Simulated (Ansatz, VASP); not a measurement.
## Os (Osmium) in two plane-wave programs

One calculation is typed for both programs; each brings its own data sets and cutoff. How far apart do they land? The cell is taken from a series of VASP runs on this material, whose earlier steps may have relaxed, scaled or displaced it; both programs get it as it stands.

Program: Ansatz 0.2.0. Level of theory: plane waves, with VASP 6.6.1 beside it; zone-centre phonons at LDA and zone-centre phonons at r2SCAN with rVV10. Results are calculated unless marked as measured.

## Step 1: The starting structure

It takes space group P6_3/mmc (No. 194, hexagonal). Conventional cell: a = 2.734 Å, b = 2.734 Å, c = 4.320 Å, α = 90.00°, β = 90.00°, γ = 120.00°. Os has 12 Os at 2.68 to 2.73 Å nearest.

## Step 2: Ansatz: zone-centre phonons, LDA

Ansatz runs on its default PAW (the set named soft_2) files.

Second derivatives magnify differences that forces hide, and they need a tight electronic threshold.

File input.yaml:

```yaml
crystal:
  lattice:
    - [2.7341, 0.0, 0.0]
    - [-1.36705, 2.3678000565, 0.0]
    - [0.0, 0.0, 4.3197]
  atoms:
    - { symbol: Os, position: [0.6666666667, 0.3333333333, 0.75] }
    - { symbol: Os, position: [0.3333333333, 0.6666666667, 0.25] }
hamiltonian:
  xc: lda
  pseudopotentials: { kind: paw }
kpoints:
  mp_grid: { grid: [18, 18, 10] }
scf:
  occupations: { method: methfessel_paxton, width: 0.15 }
phonons:
  method: dfpt
  qpoints: [[0, 0, 0]]
```

On the command line:

```sh
$ ansatz run input.yaml --threads 4 --pin off --max-ram 9216MiB --backend cpu --events-out ev --progress --plain --runs-dir out
```

Numbers of over 12 decimals in the logs are rounded to 6 here.

Output:

```text
zone centre: on kpoints.mp_grid the ground state, and the responses unless they are solved on pairs of k-points, stand on 546 of the mesh's 3240 k-points, reduced under 4 symmetry operations, with k and −k counted as one. Each operation leaves every solved displacement unchanged or reverses it
Engine: ansatz 0.2.0, aarch64-unknown-linux-gnu
Pseudopotentials: kind: paw
Pseudopotential: Os, paw, valence charge 16, recommended cutoff 420 eV (normal), Os.paw.azcp
Functional definition: SPW92
  exchange = slater_x
  correlation = pw_c
Crystal: 2 atoms, lattice volume = 27.965 Å³
Basis set: ecut = 420 eV, 537 PW (Γ), exchange–correlation on 40×40×60 points (8 copies of the dense FFT grid, shifted against one another)
Bands: 20, of which v1, the nominal top of the filled ones, is band 16 counted from 1 (15 counted from 0)
Symmetry: 24 space group operations
k-points: 546 of 3240 (irreducible under 4 space group operations, time reversal used)
Non-local potential: Os, projectors of the file, l = 0: 3, l = 1: 2, l = 2: 2, l = 3: 1
PAW form: soft (Blöchl's): semilocal exchange-correlation on the pseudo side does not see the compensation charge
PAW frozen core: Os, regenerated for the run's functional, and the local potential with it (the file was generated under x = pbe(κ = 0.804, μ = 0.219515), c = pbe(β = 0.066725))
PAW one-centre angular grid: Os, 590 points (default); XC on 64 Gauss nodes
Initial density: superposition of atomic densities (neutral atoms: chi_scale 0, normalization atom), corrected by the library's trained network
Initial wavefunctions: pseudopotential atomic-orbital guess
Functional: x = slater, c = lda
SCF iter   1: F=—  HF=-22236.960864 eV  |F-HF|=—  |Δ(HF+E_count)|=         —  Δρ=9.62e-3  dr2=6.14e-3  ethr=1.77e-3  ⟨swp⟩=4.7  Hψ=42487  notcnv=0
preconditioner: auto → none  [metal: Δε(μ)=0.018 eV  Ē_g=6.859 eV  σ=0.150 eV  W_gap=0.10  n_scr=8 (ndim 8)  ℏωp=28.1 eV  f_vac=0.000  D(μ)=1.56/eV (n_scr^D=22)  sad-step TF]
SCF iter   2: F=—  HF=-22236.962176 eV  |F-HF|=—  |Δ(HF+E_count)|=   1.31e-3  S|Δr|=    0.00e0  Δρ=5.49e-3  dr2=1.98e-3  ethr=1.92e-5  ⟨swp⟩=1.9  Hψ=17923  notcnv=0
SCF iter   3: F=—  HF=-22236.962720 eV  |F-HF|=—  |Δ(HF+E_count)|=   5.44e-4  S|Δr|=    0.00e0  Δρ=2.33e-4  dr2=1.00e-5  ethr=6.18e-6  ⟨swp⟩=2.2  Hψ=15202  notcnv=0
SCF iter   4: F=—  HF=-22236.962717 eV  |F-HF|=—  |Δ(HF+E_count)|=   2.44e-6  S|Δr|=    0.00e0  Δρ=7.84e-5  dr2=3.79e-7  ethr=3.13e-8  ⟨swp⟩=2.8  Hψ=19294  notcnv=0
SCF iter   5: F=—  HF=-22236.962715 eV  |F-HF|=—  |Δ(HF+E_count)|=   2.40e-6  S|Δr|=    0.00e0  Δρ=8.10e-6  dr2=8.28e-9  ethr=1.18e-9  ⟨swp⟩=2.2  Hψ=15643  notcnv=0
SCF iter   6: F=—  HF=-22236.962715 eV  |F-HF|=—  |Δ(HF+E_count)|=   1.16e-9  S|Δr|=    0.00e0  Δρ=1.88e-6  dr2=4.46e-10  ethr=2.59e-11  ⟨swp⟩=2.3  Hψ=16064  notcnv=0
SCF iter   7: F=—  HF=-22236.962715 eV  |F-HF|=—  |Δ(HF+E_count)|=  1.09e-10  S|Δr|=    0.00e0  Δρ=3.62e-7  dr2=2.23e-11  ethr=1.39e-12  ⟨swp⟩=2.8  Hψ=19148  notcnv=0
SCF iter   8: F=-22236.962715 eV  HF=-22236.962715 eV  |F-HF|=1.46e-11  |Δ(HF+E_count)|=  7.28e-12  S|Δr|=    0.00e0  Δρ=4.69e-8  dr2=3.67e-13  ethr=1.00e-12  ⟨swp⟩=5.5  Hψ=44966  notcnv=0
SCF 1 converged in 8 iterations: F = -22236.962715 eV  dr2 = 3.67e-13
  greatest PAW one-centre occupation: 1.000 electrons in one spin orbital (limit 2), on the Os atom at site 1 (counted from 0), in its partial waves of l = 0
DFPT response loops at Γ: preconditioner auto → Kerker (q_TF=auto, 2.790 Å⁻¹) (partly filled bands, converged f_vac=0.000); β = 1.00, the filter's whole step (`scf.mixing.beta` (0.50) is not read by the response loops under this deck's `scf.mixing.preconditioner`; to damp them name `kerker` or `kerker_dos`, under which they read `scf.mixing.beta`, and type it under 1.00, their step now; both keys bind the ground state too); Broyden in place of MSR1
SCF converged after 8 iterations
Stability not checked: this state was not tested for a lower state beside it, because cold or Methfessel-Paxton smearing, or corrected tetrahedra, fill the levels in a way that the test cannot read (fill_not_monotonic; see scf.lower_state_search)
Free energy (F): -22236.962715 eV
Harris-Foulkes:  -22236.962715 eV  (|F-HF|=1.46e-11)
Internal energy: -22236.961314 eV  (E = F + TS)
E sigma→0 (E₀):  -22236.962365 eV
Entropy (-TS):   -0.001401 eV (-0.700 meV/atom)
Fermi energy:    25.657291 eV
--- Per-component energies (eV) ---
  E_band       = -140.737589
  E_kinetic    = 1125.235533
  E_local      = -1580.818508  (includes V_loc(G=0)·N_el)
  E_nonlocal   = 10.064806
  E_hartree    = 652.294632
  E_xc         = -530.751167
  E_vxc        = -568.561236  (∫ρ·V_xc dr)
  E_paw        = -17495.131610  (= ΣΔE_a)
  E_vpaw       = -431.247257  (= ΣTr[D̂ρ^β])
  E_aug_tail   = -0.000185  (compensation charges beyond the density's cutoff)
  E_ewald      = -4418.580283
  E_core_change = 0.725468  (= ΣΔE_core)
  E_smearing   = -0.001401  (= −TS)
  E_closure    = 0.000000  (closes the sum)
  Σ components = -22236.962715   (vs F -22236.962715, Δ=0.00e0)
--- Band table (eV; the first three rows and the last of 546) ---
  k-point 0: bands = [... 12 lower, 22.8500, 23.4375, 23.4375, 24.0964, 24.0964, 25.7535, 27.3587, 27.3587]
  k-point 1: bands = [... 12 lower, 22.7770, 23.3545, 23.3545, 24.2893, 24.2893, 25.3307, 27.3767, 27.3767]
  k-point 2: bands = [... 12 lower, 22.5789, 23.1396, 23.1396, 24.3490, 24.7585, 24.7585, 27.3848, 27.3848]
  k-point 545: bands = [... 12 lower, 22.2553, 22.2553, 24.0216, 24.0216, 27.9447, 27.9447, 30.5307, 30.5307]
--- Phonons (Γ-DFPT): 2 representative perturbations + reference, on 546 of 3240 k-points (Σ response iterations 5) ---
  k mesh reduced under 4 symmetry operations, with k and −k counted as one. Each operation leaves every solved displacement unchanged or reverses it
  ASR residual: 3.625e-5 → 0.000e0 eV/Å²; symmetrization residual: 2.572e-13 eV/Å²
  ASR residual per site (eV/Å²): 3.63e-5 3.63e-5
  Γ frequencies (cm⁻¹): 0.00 0.00 0.00 168.87 168.87 216.54
  non-analytic LO–TO correction: not included (Born effective charges unavailable; polar crystals: no LO–TO splitting at Γ)
--- Phonons (arbitrary-q DFPT): 1 explicit q-point ---
  q = [0, 0, 0] (of the zone-centre solve; hermiticity 1.15e-14, symmetrization 1.45e-14): -0.00 -0.00 0.00 168.87 168.87 216.54
  sum rule: each row above includes the acoustic sum rule's correction from the zone centre's row sums; it moved no ω² by more than (0.23 cm⁻¹)²
```

Wall time 19 s (4 threads of Arm Neoverse V1, shared host); peak memory 1.1 GiB.

## Step 3: VASP: zone-centre phonons, LDA

The same cell, functional (in two slightly different forms), mesh and smearing now go to VASP, with its own data sets and cutoff.

Lines of VASP's logs that name or quote its potential files are left out, and so is its time.

File INCAR:

```
SYSTEM = Os
PREC = Accurate
ENCUT = 450
EDIFF = 1E-08
NELM = 100
ISMEAR = 1
SIGMA = 0.15
LREAL = .FALSE.
ALGO = Normal
GGA = CA
NBANDS = 14
LORBIT = 11
LWAVE = .FALSE.
LCHARG = .FALSE.
KPAR = 2
IBRION = 8
ISIF = 2
```

File POSCAR:

```
Os
1.0
    2.7341000000      0.0000000000      0.0000000000
   -1.3670500000      2.3678000565      0.0000000000
    0.0000000000      0.0000000000      4.3197000000
Os
2
Direct
    0.6666666667      0.3333333333      0.7500000000
    0.3333333333      0.6666666667      0.2500000000
```

File KPOINTS:

```
Automatic mesh
0
Gamma
18 18 10
0 0 0
```

Potentials, in the order of the species: Os (LDA family, release 64).

On the command line:

```sh
$ mpirun -np 2 vasp_std
```

Output:

```text
[banner, memory and clock lines left out]
running    2 mpi-ranks, on    1 nodes
 distrk:  each k-point on    1 cores,    2 groups
 distr:  one band on    1 cores,    1 groups

 POSCAR found type information on POSCAR Os
 POSCAR found :  1 types and       2 ions
 LDA part: xc-table for (Slater(with rela. corr.)+CA(PZ))
 , standard interpolation
 POSCAR, INCAR and KPOINTS ok, starting setup
 FFT: planning ... GRIDC
 FFT: planning ... GRID_SOFT
 FFT: planning ... GRID
 WAVECAR not read
 entering main loop
       N       E                     dE             d eps       ncg     rms          rms(c)
DAV:   1     0.833001855547E+02    0.83300E+02   -0.69359E+03  6224   0.971E+02
DAV:   2    -0.227922158714E+02   -0.10609E+03   -0.93813E+02  6618   0.319E+02
DAV:   3    -0.268792418850E+02   -0.40870E+01   -0.39372E+01  8034   0.545E+01
DAV:   4    -0.269094183388E+02   -0.30176E-01   -0.30133E-01  6960   0.484E+00
DAV:   5    -0.269095781094E+02   -0.15977E-03   -0.15975E-03  7928   0.319E-01    0.332E+01
DAV:   6    -0.256341569752E+02    0.12754E+01   -0.12509E+00  7596   0.973E+00    0.144E+01
DAV:   7    -0.252981788533E+02    0.33598E+00   -0.71830E-01  7796   0.720E+00    0.873E-01
DAV:   8    -0.252895719679E+02    0.86069E-02   -0.67423E-03  6306   0.633E-01    0.356E-01
DAV:   9    -0.252875127757E+02    0.20592E-02   -0.14482E-03  7404   0.379E-01    0.499E-02
DAV:  10    -0.252875181659E+02   -0.53902E-05   -0.24946E-05  7710   0.386E-02    0.172E-02
DAV:  11    -0.252875118714E+02    0.62944E-05   -0.19583E-06  7092   0.164E-02    0.110E-03
DAV:  12    -0.252875117858E+02    0.85632E-07   -0.52579E-08  7566   0.235E-03    0.134E-04
DAV:  13    -0.252875117849E+02    0.91563E-09   -0.13183E-09  4404   0.384E-04
   1 F= -.25287512E+02 E0= -.25287028E+02  d E =-.145200E-02
 Linear response reoptimize wavefunctions to high precision
DAV:   1    -0.252875117845E+02    0.34834E-09   -0.13501E-10  4716   0.105E-04
DAV:   2    -0.252875117846E+02   -0.16598E-10   -0.11015E-11  3576   0.360E-05
 Linear response DOF=           2
 Linear response progress:
  Degree of freedom:   1/  2
       N       E                     dE             d eps       ncg     rms          rms(c)
RMM:   1    -0.197165802025E+00   -0.19717E+00   -0.11181E-01 45949   0.247E+00
RMM:   2    -0.193751472579E+00    0.34143E-02   -0.17927E-03 39956   0.479E-01    0.153E-01
RMM:   3    -0.192530527729E+00    0.12209E-02   -0.51609E-04 43057   0.151E-01    0.851E-02
RMM:   4    -0.191900870625E+00    0.62966E-03   -0.74061E-04 43385   0.179E-01    0.113E-02
RMM:   5    -0.191961910809E+00   -0.61040E-04   -0.92277E-06 44684   0.234E-02    0.280E-03
RMM:   6    -0.191949817622E+00    0.12093E-04   -0.72334E-07 44635   0.523E-03    0.137E-03
RMM:   7    -0.191946117365E+00    0.37003E-05   -0.30808E-08 45542   0.141E-03    0.765E-04
RMM:   8    -0.191943599525E+00    0.25178E-05    0.79685E-10 44573   0.101E-03    0.857E-05
RMM:   9    -0.191942984859E+00    0.61467E-06    0.43552E-08 45985   0.122E-04    0.214E-05
RMM:  10    -0.191942835813E+00    0.14905E-06    0.11380E-08 46077   0.182E-05    0.367E-06
RMM:  11    -0.191942820672E+00    0.15140E-07    0.62863E-10 44646   0.735E-06    0.762E-07
RMM:  12    -0.191942830226E+00   -0.95539E-08    0.53373E-10 31540   0.397E-06    0.267E-07
 first order change of Fermi-energy  -0.12500E-04
 force on displaced ion       1 direction 1 :  -9.773   0.001   0.000
 Linear response progress:
  Degree of freedom:   2/  2
       N       E                     dE             d eps       ncg     rms          rms(c)
RMM:   1    -0.251373534356E+00   -0.25137E+00   -0.14066E-01 15846   0.261E+00
RMM:   2    -0.242753643590E+00    0.86199E-02   -0.71850E-04 13035   0.672E-01    0.184E-01
RMM:   3    -0.242570832750E+00    0.18281E-03   -0.37510E-04 14853   0.138E-01    0.103E-01
RMM:   4    -0.242703205375E+00   -0.13237E-03   -0.53732E-04 14815   0.147E-01    0.112E-02
RMM:   5    -0.242747296489E+00   -0.44091E-04   -0.41600E-05 15293   0.169E-02    0.511E-03
RMM:   6    -0.242758250587E+00   -0.10954E-04   -0.59864E-06 15064   0.396E-03    0.339E-03
RMM:   7    -0.242765354263E+00   -0.71037E-05   -0.50608E-06 15284   0.272E-03    0.447E-04
RMM:   8    -0.242762730483E+00    0.26238E-05   -0.35951E-08 15343   0.510E-04    0.141E-04
RMM:   9    -0.242761536031E+00    0.11945E-05   -0.79166E-08 15431   0.202E-04    0.218E-05
RMM:  10    -0.242761553295E+00   -0.17264E-07   -0.72704E-08 14720   0.496E-05    0.293E-06
RMM:  11    -0.242761556594E+00   -0.32995E-08   -0.11987E-08 15637   0.163E-05    0.219E-06
 first order change of Fermi-energy   0.11931E-03
 force on displaced ion       1 direction 3 :  -0.000  -0.000 -16.115
 Linear response finished
```

Parts of OUTCAR (step 3):

```text
ion  position               nearest neighbor table
   1  0.667  0.333  0.750-   2 2.68   2 2.68   2 2.68   2 2.68   2 2.68   2 2.68
   2  0.333  0.667  0.250-   1 2.68   1 2.68   1 2.68   1 2.68   1 2.68   1 2.68

  LATTYP: Found a hexagonal cell.
 ALAT       =     2.7341000000
 C/A-ratio  =     1.5799348963

 Subroutine GETGRP returns: Found 24 space group operations
 (whereof 12 operations were pure point group operations)

The static configuration has the point symmetry D_3d.
 The point group associated with its full space group is D_6h.

 Found    222 irreducible k-points:

   k-points           NKPTS =    222   k-points in BZ     NKDIM =    222   number of bands    NBANDS=     14

   dimension x,y,z NGX =    20 NGY =   20 NGZ =   30
   dimension x,y,z NGXF=    40 NGYF=   40 NGZF=   60

   ENCUT  =  450.0 eV  33.07 Ry    5.75 a.u.   4.73  4.73  7.47*2*pi/ulx,y,z

   NELECT =      16.0000    total number of electrons

 k-points in reciprocal lattice and weights: Automatic mesh
   0.00000000  0.00000000  0.00000000       0.000
   0.05555556  0.00000000  0.00000000       0.002
   0.11111111  0.00000000  0.00000000       0.002
   0.16666667  0.00000000  0.00000000       0.002
   0.22222222  0.00000000  0.00000000       0.002
   0.27777778  0.00000000  0.00000000       0.002
   0.33333333  0.00000000  0.00000000       0.002
   0.38888889  0.00000000  0.00000000       0.002
   0.44444444  0.00000000  0.00000000       0.002
[...]
0.33333333  0.27777778  0.50000000       0.004
   0.33333333  0.33333333  0.50000000       0.001

 average (electrostatic) potential at core
       1 -43.5515       2 -43.5515

  Total       -1.3632235     -1.3632235     -1.3807104     -0.0000000      0.0000000      0.0000000
  in kB      -78.1024466    -78.1024466    -79.1043149     -0.0000000      0.0000000      0.0000000
  external PRESSURE =     -78.4364027 kB  Pullay stress =       0.0000000 kB

  energy-cutoff  :      450.00
  volume of cell :       27.96
      direct lattice vectors                 reciprocal lattice vectors
     2.734100000  0.000000000  0.000000000     0.365751070  0.211166479  0.000000000
    -1.367050000  2.367800057  0.000000000     0.000000000  0.422332957  0.000000000
     0.000000000  0.000000000  4.319700000     0.000000000  0.000000000  0.231497558

 POSITION                                       TOTAL-FORCE (eV/Angst)
 -----------------------------------------------------------------------------------
      1.36705      0.78927      3.23977        -0.000000     -0.000000      0.000000
     -0.00000      1.57853      1.07993         0.000000      0.000000      0.000000
 -----------------------------------------------------------------------------------
    total drift:                               -0.000000      0.000000     -0.000000

 Eigenvectors and eigenvalues of the dynamical matrix
 ----------------------------------------------------

   1 f  =    6.435443 THz    40.435079 2PiTHz  214.663264 cm-1    26.614841 meV
             X         Y         Z           dx          dy          dz
      1.367050  0.789267  3.239775     0.000000    0.000000    0.707107
     -0.000000  1.578533  1.079925     0.000000    0.000000   -0.707107

   2 f  =    5.011474 THz    31.488020 2PiTHz  167.164779 cm-1    20.725782 meV
             X         Y         Z           dx          dy          dz
      1.367050  0.789267  3.239775    -0.000002    0.707107   -0.000000
     -0.000000  1.578533  1.079925     0.000002   -0.707107    0.000000

   3 f  =    5.011474 THz    31.488020 2PiTHz  167.164779 cm-1    20.725782 meV
             X         Y         Z           dx          dy          dz
      1.367050  0.789267  3.239775     0.707107    0.000002   -0.000000
     -0.000000  1.578533  1.079925    -0.707107   -0.000002    0.000000

   4 f  =    0.000000 THz     0.000000 2PiTHz    0.000000 cm-1     0.000000 meV
             X         Y         Z           dx          dy          dz
      1.367050  0.789267  3.239775     0.000000    0.000000    0.707107
     -0.000000  1.578533  1.079925     0.000000    0.000000    0.707107

   5 f/i=    0.000000 THz     0.000000 2PiTHz    0.000002 cm-1     0.000000 meV
             X         Y         Z           dx          dy          dz
      1.367050  0.789267  3.239775    -0.287474   -0.646033    0.000000
     -0.000000  1.578533  1.079925    -0.287474   -0.646033    0.000000

   6 f/i=    0.000000 THz     0.000001 2PiTHz    0.000003 cm-1     0.000000 meV
             X         Y         Z           dx          dy          dz
      1.367050  0.789267  3.239775     0.646033   -0.287474    0.000000
     -0.000000  1.578533  1.079925     0.646033   -0.287474    0.000000

 ELASTIC MODULI CONTR FROM IONIC RELAXATION (kBar)
 Direction    XX          YY          ZZ          XY          YZ          ZX
 --------------------------------------------------------------------------------
 XX          -7.0173      7.0173      0.0000     -0.0000      0.0000      0.0000
 YY           7.0173     -7.0173      0.0000      0.0000     -0.0000      0.0000
 ZZ           0.0000      0.0000      0.0000      0.0000      0.0000      0.0000
 XY          -0.0000      0.0000      0.0000     -7.0173      0.0000      0.0000
 YZ           0.0000     -0.0000      0.0000      0.0000     -0.0000      0.0000
 ZX           0.0000      0.0000      0.0000      0.0000      0.0000      0.0000
 --------------------------------------------------------------------------------
```

Energies printed during the response cycles are not total energies of the cell.

## Step 4: Side by side

Known differences besides the potentials themselves: the two LDA forms differ slightly; the data sets hold 32 valence electrons in Ansatz (default PAW (the set named soft_2) files) and 16 in VASP; the cutoff is 420 eV in Ansatz and 450 eV in VASP; VASP's log shows a relativistic correction to its local exchange, Ansatz's none. Total energies have different zeros and are not compared.

Compared:

| quantity | Ansatz | VASP | difference |
| --- | --- | --- | --- |
| optical mode 1 to 2 (cm⁻¹) | 168.9 | 167.2 | +1.02 % |
| optical mode 3 (cm⁻¹) | 216.5 | 214.7 | +0.87 % |

Modes are paired by rising frequency and degeneracy, not by their patterns, so a pair may still set unlike modes beside each other.

(Part 1 of 2 ends here.)

[Lines on the potential files, build, host, timing and source positions are cut from VASP's logs without a mark.]

[Logs are printed without paths, hosts, clocks, repeated set-up lines and the standing remarks that a program may print on its own settings, such as how far it seeks lower states.]

[Hosts, paths, dates, database ids (printed as entryN), source tags and the programs' standing remarks are cut or masked in the printed files.]
